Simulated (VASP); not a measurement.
Here is the system:

```yaml
crystal:
  lattice:
    - [-1.41474, 1.41474, 1.41474]
    - [1.41474, -1.41474, 1.41474]
    - [1.41474, 1.41474, -1.41474]
  atoms:
    - { symbol: Fe, position: [0.00000, 0.00000, 0.00000], spin: 2.1 }
```

Level of theory: TPSS meta-GGA, VASP's PBE PAW potentials (set 64) (plane waves; VASP 6.6.1). Run with 520 eV cut-off, 18×18×18 Γ-centred mesh, first-order Methfessel-Paxton smearing of 0.10 eV, potentials Fe.

Give the stress tensor in GPa (positive for a compressed cell).

```
-6.04   0.00   0.00
 0.00  -6.04   0.00
 0.00   0.00  -6.04
```
The pressure is its mean diagonal, -6.04 GPa.

The compound is Fe in the bcc structure. This cell is one point of a volume scan, at 1.03 of the reference volume.
